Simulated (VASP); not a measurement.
The cell holds one TiC (rock salt) (100) slab, with vacuum along c, ions free to move until forces fall under 0.03 eV/Å, no reconstruction beyond this cell, dipole correction on.

```
TiC
1.0
    3.03705     0.00000     0.00000
    0.00000     3.03705     0.00000
    0.00000     0.00000    27.76401
Ti C
6 6
Direct
  0.00000   0.50000   0.30910
  0.50000   0.00000   0.38459
  0.00000   0.50000   0.46141
  0.50000   0.00000   0.53859
  0.00000   0.50000   0.61541
  0.50000   0.00000   0.69090
  0.00000   0.50000   0.38344
  0.50000   0.00000   0.30478
  0.00000   0.50000   0.53918
  0.50000   0.00000   0.46082
  0.00000   0.50000   0.69522
  0.50000   0.00000   0.61656
```

These are PBEsol GGA, VASP's PBE PAW potentials (set 64) (plane waves; VASP 6.6.1) values and carry that method's errors. Run with 450 eV cut-off, 9×9×1 Γ-centred mesh, first-order Methfessel-Paxton smearing of 0.10 eV, potentials Ti_sv C.

Slab and bulk use different k-meshes, so the surface energy is good to a few per cent at best.

Task: Predict its surface energy, work function, band gap (on the k-mesh).

Result: 
```yaml
surface_energy: 1.88 J/m²
work_function: 4.53 eV
band gap (on the k-mesh): none (metal, semimetal or under 0.01 eV)
```

The cell is a thin slab with vacuum, built from TiC (rock salt): (100) face.
